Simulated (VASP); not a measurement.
An input for Ansatz (written as the equivalent of a VASP run, and not itself run):

Ansatz 0.2 input:
```yaml
crystal:
  lattice:
    - [1.7200600, 0.9930773, 4.6170235]
    - [-1.7200600, 0.9930773, 4.6170235]
    - [0.0000000, -1.9861546, 4.6170235]
  atoms:
    - { symbol: Na, position: [0.0000000, 0.0000000, 0.0000000] }
    - { symbol: H, position: [0.5000000, 0.5000000, 0.5000000] }
    - { symbol: F, position: [0.5825785, 0.5825785, 0.5825785] }
    - { symbol: F, position: [0.4174215, 0.4174215, 0.4174215] }
kpoints:
  mp_grid: { grid: [7, 7, 7] }
hamiltonian:
  xc: r2scan
  pseudopotentials: { kind: paw }
scf:
  occupations: { method: gaussian, width: 0.05 }
  max_iter: 100
relax:
  max_steps: 60
  f_tol: 0.02
  cell: {}
output: { forces: true, stress: true, eigenvalues: true }
```

Q: Translate this input to VASP (INCAR, KPOINTS, POSCAR, choice of POTCAR).

A: This is not unique; one that fits is 
KPOINTS:
```
Automatic
0
gamma
 7 7 7
0 0 0
```

**POSCAR**
```
NaHF2
1
    1.7200600239     0.9930772860     4.6170235165
   -1.7200600239     0.9930772860     4.6170235165
   -0.0000000000    -1.9861545719     4.6170235165
Na H F
1 1 2
Direct
  0.0000000000   0.0000000000   0.0000000000
  0.5000000000   0.5000000000   0.5000000000
  0.5825784733   0.5825784733   0.5825784733
  0.4174215267   0.4174215267   0.4174215267
```

INCAR:
```
SYSTEM = NaHF2
PREC = Accurate; ENCUT = 520; LREAL = .False.
LASPH = .True.
EDIFF = 1E-6; NELM = 100; ALGO = Normal
LMIXTAU = .True.
ISMEAR = 0; SIGMA = 0.05
METAGGA = R2SCAN
IBRION = 2; NSW = 60; ISIF = 3
EDIFFG = -0.02
LWAVE = .False.; LCHARG = .False.
```

POTCAR, in this order: Na_pv H F (PBE.64 set). Program: vasp_std.

What does not carry over: each code has its own PAW files, so the cut-off isn't converted (ENCUT is set for VASP's; basis.ecutwfc is left out, and Ansatz then takes the one that its files recommend); Ansatz stops its SCF on the density residual and VASP on the energy change (EDIFF).

The structure comes from a computed database's NaHF2 entry (R-3m); how it stands against other phases isn't given here. This run relaxes it. Symmetry was kept, so distortions that lower it aren't found. The start is the result of an earlier pass.
